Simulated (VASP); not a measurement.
Calculation: r2SCAN meta-GGA, VASP's PBE PAW potentials (set 64) (plane waves; VASP).

The input files of a VASP run:

**INCAR**
```
SYSTEM = Nb3P
PREC = Accurate; ENCUT = 400; LREAL = .FALSE.
LASPH = .TRUE.
EDIFF = 1E-6; NELM = 100; ALGO = Normal
LMAXMIX = 4; LMIXTAU = .TRUE.
ISMEAR = 1; SIGMA = 0.1
METAGGA = R2SCAN
IBRION = 2; NSW = 60; ISIF = 3
EDIFFG = -0.02
LWAVE = .FALSE.; LCHARG = .FALSE.
```

### POSCAR
```
Nb3P
1
   -0.0000000000     3.1812910029     3.1812910029
    3.1812910029    -0.0000000000     3.1812910029
    3.1812910029     3.1812910029    -0.0000000000
P Nb
1 3
Direct
  0.0000000000   0.0000000000   0.0000000000
  0.5000000000   0.5000000000   0.5000000000
  0.2500000000   0.2500000000   0.2500000000
  0.7500000000   0.7500000000   0.7500000000
```

### KPOINTS
```
Automatic mesh
0
Gamma
8 8 8
0 0 0
```

POTCAR, in this order: P Nb_sv (PBE.64 set). Program: vasp_std.

Problem. Estimate the energy per atom (σ→0), band gap (on the k-mesh).

Solution. 
```
Property                                                    Result
------------------------  ----------------------------------------
energy per atom (σ→0)                              -21.000 eV/atom
band gap (on the k-mesh)  none (metal, semimetal or under 0.01 eV)
```

File OSZICAR:
```
...
DAV:  15    -0.840005584013E+02   -0.14573E-02   -0.14557E-03  2320   0.274E-01    0.490E-02
DAV:  16    -0.840006366381E+02   -0.78237E-04   -0.84681E-05  2288   0.688E-02    0.327E-02
DAV:  17    -0.840006954852E+02   -0.58847E-04   -0.78319E-05  2224   0.597E-02    0.147E-02
DAV:  18    -0.840007154123E+02   -0.19927E-04   -0.11924E-05  2066   0.349E-02    0.783E-03
DAV:  19    -0.840007218408E+02   -0.64284E-05   -0.89829E-06  1536   0.228E-02    0.482E-03
DAV:  20    -0.840007185964E+02    0.32444E-05   -0.79219E-07   942   0.932E-03    0.541E-03
DAV:  21    -0.840007187830E+02   -0.18662E-06   -0.37505E-07   922   0.669E-03
   1 F= -.84000719E+02 E0= -.84000354E+02  d E =-.840007E+02
```

The structure was generated: Nb3P was put into the D03 type (Fm-3m), which need not be its known phase. It was relaxed first, which changed the volume by -22 %. The start is the result of an earlier pass.
